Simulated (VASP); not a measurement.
Here is the system:

```yaml
crystal:
  lattice:
    - [0.00000, 2.96517, 2.96517]
    - [2.96517, 0.00000, 2.96517]
    - [2.96517, 2.96517, 0.00000]
  atoms:
    - { symbol: Pb, position: [0.00000, 0.00000, 0.00000] }
    - { symbol: F, position: [0.25000, 0.25000, 0.25000] }
    - { symbol: F, position: [0.75000, 0.75000, 0.75000] }
```

Level of theory: optB86b-vdW, VASP's PBE PAW potentials (set 64) (plane waves; VASP). Settings: 520 eV cut-off, Gaussian smearing of 0.050 eV, potentials Pb_d F.

Unless said otherwise, spin-orbit coupling is left out, though it shifts the bands of the heavy elements here.

**Question.** Predict the band gap (along the path) with the smallest direct gap where there is one.

**Answer.** 
```
Item                                   Result
------------------------------------  -------
band gap (along the path)             4.42 eV
smallest direct gap (along the path)  4.58 eV
```

The absolute energy has meaning only against runs of the same code, potentials and settings.

The compound is PbF2 in the fluorite structure, the β form. It was relaxed first.
